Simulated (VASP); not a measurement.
Calculation: PBEsol GGA, VASP's PBE PAW potentials (set 64) (plane waves; VASP).

A VASP calculation is set up with these files.

### INCAR
```
ALGO=Normal
EDIFF=1E-6
ENCUT=300
GGA=PS
ISIF=2
ISMEAR=0
LASPH=.True.
LCHARG=.False.
LMAXMIX=4
LREAL=.False.
LWAVE=.False.
NELM=100
PREC=Accurate
SIGMA=0.1
SYSTEM=TiAg
```

**POSCAR**
```
TiAg
7.9700460
  0.3570536481   0.0000000000   0.0000000000
  0.0000000000   0.3570536481   0.0000000000
  0.0000000000   0.0000000000   1.0000000000
Ti Ag
2 2
Cart
 -0.0040004291   0.1687471246   0.8854590000
  0.1917310250  -0.0100278517   0.1192820000
  0.0094008655   0.1887978293   0.3759620000
  0.1599221867   0.0095365459   0.6192980000
```

### KPOINTS
```
Automatic mesh
0
Gamma
7 7 3
0 0 0
```

POTCAR, in this order: Ti_sv Ag (PBE.64 set). Program: vasp_std.

Output of the run:

### OUTCAR
```
 ion  position               nearest neighbor table
   1  0.989  0.473  0.885-   2 2.67   2 2.68   4 2.80   2 2.82   2 2.82   4 2.91   4 2.95   4 3.06
  LATTYP: Found a simple tetragonal cell.
 ALAT       =     2.8457340000
 C/A-ratio  =     2.8006995735
 Subroutine PRICEL returns:
 Original cell was already a primitive cell.
 Subroutine GETGRP returns: Found  1 space group operations
The static configuration has the point symmetry C_1 .
The dynamic configuration has the point symmetry C_1 .
 Subroutine INISYM returns: Found  1 space group operations
 Subroutine IBZKPT returns following result:
 Found     74 irreducible k-points:

 Following reciprocal coordinates:
            Coordinates               Weight
  0.000000  0.000000  0.000000      1.000000
  0.142857  0.000000  0.000000      2.000000
  0.000000  0.142857  0.000000      2.000000
  0.285714  0.000000  0.000000      2.000000
  0.000000  0.285714  0.000000      2.000000
  0.428571  0.000000  0.000000      2.000000
  0.000000  0.428571  0.000000      2.000000
  0.142857  0.142857  0.000000      2.000000
 -0.142857  0.142857  0.000000      2.000000
  0.285714  0.142857  0.000000      2.000000
 -0.142857  0.285714  0.000000      2.000000
 -0.285714  0.142857  0.000000      2.000000
  0.142857  0.285714  0.000000      2.000000
  0.428571  0.142857  0.000000      2.000000
 -0.142857  0.428571  0.000000      2.000000
 -0.428571  0.142857  0.000000      2.000000
  0.142857  0.428571  0.000000      2.000000
  0.285714  0.285714  0.000000      2.000000
 -0.285714  0.285714  0.000000      2.000000
  0.428571  0.285714  0.000000      2.000000
 -0.285714  0.428571  0.000000      2.000000
 -0.428571  0.285714  0.000000      2.000000
  0.285714  0.428571  0.000000      2.000000
  0.428571  0.428571  0.000000      2.000000
...
```

File OSZICAR:
```
       N       E                     dE             d eps       ncg     rms          rms(c)
DAV:   1     0.403142665673E+03    0.40314E+03   -0.17436E+04  3996   0.142E+03
DAV:   2     0.185447405105E+02   -0.38460E+03   -0.37554E+03  4088   0.439E+02
DAV:   3    -0.250081466145E+02   -0.43553E+02   -0.42491E+02  7114   0.125E+02
DAV:   4    -0.276217928496E+02   -0.26136E+01   -0.26047E+01  5008   0.295E+01
DAV:   5    -0.277570495303E+02   -0.13526E+00   -0.13516E+00  6052   0.551E+00    0.166E+01
DAV:   6    -0.238306475913E+02    0.39264E+01   -0.21497E+01  4639   0.427E+01    0.975E+00
DAV:   7    -0.235305150706E+02    0.30013E+00   -0.48816E+00  5060   0.191E+01    0.328E+00
DAV:   8    -0.235854509939E+02   -0.54936E-01   -0.19036E+00  5322   0.129E+01    0.362E+00
DAV:   9    -0.234753601571E+02    0.11009E+00   -0.14331E+00  5510   0.813E+00    0.214E+00
DAV:  10    -0.234505870694E+02    0.24773E-01   -0.15503E-01  5789   0.382E+00    0.379E-01
DAV:  11    -0.234514225986E+02   -0.83553E-03   -0.10255E-02  4934   0.833E-01    0.994E-02
DAV:  12    -0.234514304100E+02   -0.78115E-05   -0.67946E-04  6343   0.296E-01    0.380E-02
DAV:  13    -0.234514305245E+02   -0.11443E-06   -0.83855E-05  4708   0.802E-02    0.151E-02
DAV:  14    -0.234514272662E+02    0.32582E-05   -0.11650E-05  5046   0.428E-02    0.711E-03
DAV:  15    -0.234514275298E+02   -0.26355E-06   -0.26103E-06  3628   0.156E-02
   1 F= -.23451428E+02 E0= -.23447261E+02  d E =-.833231E-02
```

### OUTCAR
```
------------------------ aborting loop because EDIFF is reached ----------------------------------------
  FORCE on cell =-STRESS in cart. coord.  units (eV):
  Direction    XX          YY          ZZ          XY          YZ          ZX
  --------------------------------------------------------------------------------------
  Total        1.5188133      1.4962856      2.4099389     -0.0232589     -0.0673915     -0.3118234
  in kB       37.7020988     37.1428855     59.8228625     -0.5773644     -1.6728864     -7.7405142
  external PRESSURE =      44.8892822 kB  Pullay stress =       0.0000000 kB
  volume of cell :       64.54
      direct lattice vectors                 reciprocal lattice vectors
     2.845734000  0.000000000  0.000000000     0.351403188  0.000000000  0.000000000
     0.000000000  2.845734000  0.000000000     0.000000000  0.351403188  0.000000000
     0.000000000  0.000000000  7.970046000     0.000000000  0.000000000  0.125469790
 POSITION                                       TOTAL-FORCE (eV/Angst)
 -----------------------------------------------------------------------------------
      2.81385      1.34492      7.05715         0.299814      0.217256     -0.237633
      1.52811      2.76581      0.95068        -0.530330      0.292491      0.006294
      0.07493      1.50473      2.99643        -0.360860     -0.296599     -0.419251
      1.27459      0.07601      4.93583         0.591376     -0.213148      0.650590
 -----------------------------------------------------------------------------------
    total drift:                                0.000236      0.000404     -0.000246
  FREE ENERGIE OF THE ION-ELECTRON SYSTEM (eV)
  ---------------------------------------------------
  free  energy   TOTEN  =       -23.4514275298 eV

  energy  without entropy=      -23.4430952212  energy(sigma->0) =      -23.44726138
```
(Selected blocks of OUTCAR.)

At this cut-off the stress carries a Pulay error, which pulls relaxed volumes low.

The structure comes from a computed database's TiAg entry; how it stands against other phases isn't given here. The cell was not relaxed at this level, atoms are displaced from their ideal sites, and its volume differs by -5.9 % from the start's. The k-mesh is coarse (spacing up to 0.32 per Å, 2π included), so the numbers may not be converged in it.
